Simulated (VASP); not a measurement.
Consider the following.

```
CELL_PARAMETERS angstrom
      1.78737    -3.09582     0.00000
      1.78737     3.09582     0.00000
      0.00000     0.00000     5.52233
ATOMIC_POSITIONS crystal
  Dy 0.33333 0.66667 0.25000
  Dy 0.66667 0.33333 0.75000
```

The numbers are results of optB86b-vdW, VASP's PBE PAW potentials (set 64) (plane waves; VASP), not measurements. Settings: 520 eV cut-off, 11×11×6 Γ-centred mesh, first-order Methfessel-Paxton smearing of 0.10 eV, potentials Dy_3.

The 4f electrons are frozen in the core of the lanthanide potential, so 4f levels, which can set the real gap, and their magnetism are missing.

Question: Estimate the energy per atom (σ→0), band gap (on the k-mesh) with the smallest direct gap where there is one.

Answer: 
| Property | Result |
|---|---|
| band gap (on the k-mesh) | none (metal, semimetal or under 0.01 eV) |
| energy per atom (σ→0) | -2.078 eV/atom |

The compound is Dy in the hcp structure. It was relaxed first. The start is the result of an earlier pass.
